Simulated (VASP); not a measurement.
Method: LDA (Ceperley-Alder, Perdew-Zunger), VASP's LDA PAW potentials (set 64) (plane waves; VASP 6.6.1).

Input for VASP

**KPOINTS**
```
Automatic mesh
0
Gamma
7 7 7
0 0 0
```

**INCAR**
```
SYSTEM = KMgH3
PREC = Accurate
ENCUT = 300
EDIFF = 1E-6
NELM = 100
ALGO = Normal
LREAL = .FALSE.
LASPH = .TRUE.
ISMEAR = 0
SIGMA = 0.272
LWAVE = .FALSE.
LCHARG = .FALSE.
ISIF = 2
```

POSCAR:
```
KMgH3
1
    4.0250000000     0.0000000000     0.0000000000
    0.0000000000     4.0250000000     0.0000000000
    0.0000000000     0.0000000000     4.0250000000
H Mg K
3 1 1
Direct
  0.0000000000   0.5000000000   0.5000000000
  0.5000000000   0.0000000000   0.5000000000
  0.5000000000   0.5000000000   0.0000000000
  0.5000000000   0.5000000000   0.5000000000
  0.0000000000   0.0000000000   0.0000000000
```

POTCAR, in this order: H Mg K_sv (LDA.64 set). Program: vasp_std.

At this cut-off the stress carries a Pulay error, which pulls relaxed volumes low.

Question: Predict the energy per atom (σ→0), pressure.

Answer: 
The energy per atom (σ→0) comes out as -3.010 eV/atom and the pressure comes out as -4.21 GPa.

### OSZICAR
```
...
DAV:   6    -0.153130579583E+02    0.82373E+00   -0.70719E-01   500   0.482E+00    0.392E+00
DAV:   7    -0.150463258133E+02    0.26673E+00   -0.84322E-01   524   0.468E+00    0.164E+00
DAV:   8    -0.150505721300E+02   -0.42463E-02   -0.44479E-02   565   0.201E+00    0.320E-01
DAV:   9    -0.150499734593E+02    0.59867E-03   -0.27384E-03   562   0.420E-01    0.946E-02
DAV:  10    -0.150500198553E+02   -0.46396E-04   -0.18921E-04   603   0.845E-02    0.174E-02
DAV:  11    -0.150500179027E+02    0.19527E-05   -0.15443E-05   579   0.366E-02    0.993E-03
DAV:  12    -0.150500176474E+02    0.25532E-06   -0.11798E-06   322   0.802E-03
   1 F= -.15050018E+02 E0= -.15050018E+02  d E =-.108196E-10
```

The structure comes from a measured KMgH3 entry of the Crystallography Open Database, whose conditions weren't checked. The cell was not relaxed at this level.
